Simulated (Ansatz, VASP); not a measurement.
# One calculation of AlSiB, two programs

```xyz
3
Lattice="4.2594 0.0000 0.0000 -2.1297 3.6887 0.0000 0.0000 0.0000 2.6074" Properties=species:S:1:pos:R:3 pbc="T T T"
Al    0.0000    0.0000    1.3037
Si    2.1297    1.2296    1.3037
B     0.0000    2.4592    0.0000
```

Change from the starting cell: species swapped into the TbCuGe type (P-6m2, No. 187).

Alike in both runs: functional PBE; k mesh 12 × 12 × 18; occupations gaussian, width 0.1 eV; no spin polarisation.

Ansatz relaxed the structure, and its values are those at the end. VASP's run is a single point on that final structure, the one shown.

```csv
,VASP,Ansatz
version,VASP 6.6.1,Ansatz 0.2.0
potentials or method,"VASP PAW PBE potentials, release 64 (Al, Si, B)","scalar-relativistic, plane waves, PAW"
plane-wave cutoff (eV),520,420
valence electrons in the cell,10,10
```

|  | VASP | Ansatz | Ansatz less VASP |
| --- | --- | --- | --- |
| gap on the k mesh at the Fermi level (eV) | none | none | - |
| pressure (GPa) | 0.0 | 0.0 | +0.05 |

A gap of «none» marks a metal or a gap that the smearing closes.
